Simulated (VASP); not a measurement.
An input for Ansatz (written as the equivalent of a VASP run, and not itself run):

Ansatz 0.2 input:
```yaml
crystal:
  lattice:
    - [-1.9496222, 1.9496222, 1.9496222]
    - [1.9496222, -1.9496222, 1.9496222]
    - [1.9496222, 1.9496222, -1.9496222]
  atoms:
    - { symbol: K, position: [1.0000000, 1.0000000, 1.0000000] }
kpoints:
  mp_grid: { grid: [10, 10, 10] }
hamiltonian:
  xc: pbesol
  pseudopotentials: { kind: paw }
scf:
  occupations: { method: methfessel_paxton, width: 0.1 }
  max_iter: 100
relax:
  max_steps: 40
  f_tol: 0.01
  cell: { p_target: 15 }
output: { forces: true, stress: true, eigenvalues: true }
```

Problem. Write the VASP files for the same calculation (PBEsol).

Solution. One answer among several that fit: 
POSCAR:
```
K
1.0
 -1.9496221550   1.9496221550   1.9496221550
  1.9496221550  -1.9496221550   1.9496221550
  1.9496221550   1.9496221550  -1.9496221550
K
1
Cartesian
  1.9496221550   1.9496221550   1.9496221550
```

**INCAR**
```
! general
SYSTEM   =  K
PREC     =  Accurate
ENCUT    =  480   ! plane-wave cut-off (eV)
LREAL    =  .False.   ! projection in real space or not
LASPH    =  .True.   ! aspherical one-centre terms

! electronic loop
EDIFF    =  1E-7   ! SCF stop (eV)
NELM     =  100   ! most electronic steps
ALGO     =  Normal   ! blocked Davidson

! smearing
ISMEAR   =  1   ! Methfessel-Paxton
SIGMA    =  0.1

! functional
GGA      =  PS   ! PBEsol

! ions
IBRION   =  2   ! conjugate gradients
NSW      =  40   ! most ionic steps
ISIF     =  3
EDIFFG   =  -0.01
PSTRESS  =  150

! output
LWAVE    =  .False.
LCHARG   =  .False.
```

### KPOINTS
```
Automatic
0
G
  10 10 10
```

POTCAR, in this order: K_sv (PBE.64 set). Program: vasp_std.

Limits of the translation: each code has its own PAW files, so the cut-off isn't converted (ENCUT is set for VASP's; basis.ecutwfc is left out, and Ansatz then takes the one that its files recommend); Ansatz stops its SCF on the density residual and VASP on the energy change (EDIFF).

The compound is K in the bcc structure. It was relaxed first under an external pressure of 15 GPa.
